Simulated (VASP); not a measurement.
Runs of VASP 6.6.1 on GaB. It takes space group P4/mmm (No. 123, tetragonal). Conventional cell: a = 2.718 Å, b = 2.718 Å, c = 3.236 Å, α = 90.00°, β = 90.00°, γ = 90.00°. Around Ga (site symmetry 4/mmm) lie 8 B at 2.51 Å and 4 Ga at 2.72 Å. B (site symmetry 4/mmm) is surrounded by 8 Ga at 2.51 Å and 4 B at 2.72 Å. The cell was built by a generator and needn't be a form met in nature.

```csv
share of exact exchange,gap on the mesh (eV),pressure (GPa)
0.3,none,(a)
0.25,none,-3.8
0.5,none,-5.8
0.2,none,-3.4
0.4,none,(b)
```

Alike in all rows: task single point; level HSE(alpha, omega); potentials or basis VASP PAW PBE potentials, release 64 (Ga_d, B); no spin polarisation; cell as given; k mesh 5 × 5 × 4; cutoff (eV) 520; smearing fermi-dirac 0.05 eV; the mesh is coarse, so values aren't converged.

Question: Fill in the values left out.

Answer: (a) -4.2; (b) -5.0.

Caveats: all runs use coarse meshes; the PAW data sets were made with another functional, which shifts forces and pressure a little.

A k mesh can miss the band edges, and the runs leave out spin-orbit coupling on Ga.

A gap of «none» marks a metal or a gap under the smearing width.
